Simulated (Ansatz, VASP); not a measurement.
# One calculation of Tl3Ge2H, two programs

```
Tl Ge H
1.0
     6.37274    0.00000    0.00000
    -3.18637    5.51896    0.00000
     0.00000    0.00000    5.96814
Tl Ge H
3 2 1
Direct
  0.50000 0.00000 0.00000
  0.00000 0.50000 0.00000
  0.50000 0.50000 0.00000
  0.00000 0.00000 0.28614
  0.00000 0.00000 0.71386
  0.00000 0.00000 0.00000
```

Alike in both runs: functional PBE; k mesh 3 × 3 × 4; occupations gaussian, width 0.1 eV; no spin polarisation.

Ansatz relaxed the structure, and its values are those at the end. VASP's run is a single point on that final structure, the one shown.

|  | VASP | Ansatz |
| --- | --- | --- |
| version | VASP 6.6.1 | Ansatz 0.2.0 |
| potentials or method | VASP PAW PBE potentials, release 64 (Tl_d, Ge_d, H) | scalar-relativistic, plane waves, PAW |
| plane-wave cutoff (eV) | 520 | 420 |
| valence electrons in the cell | 68 | 68 |

```tsv
	VASP	Ansatz	Ansatz less VASP
gap on the k mesh at the Fermi level (eV)	none	none	-
pressure (GPa)	0.0	0.0	+0.05
rms of the force components (eV/Å)	0.006	0.004	-0.0018
```

A gap of «none» marks a metal or a gap that the smearing closes.

Caveats: the k mesh is coarse (spacing up to 0.38 Å⁻¹), so the values aren't converged. Spin-orbit coupling is left out, which matters for the levels of Tl.
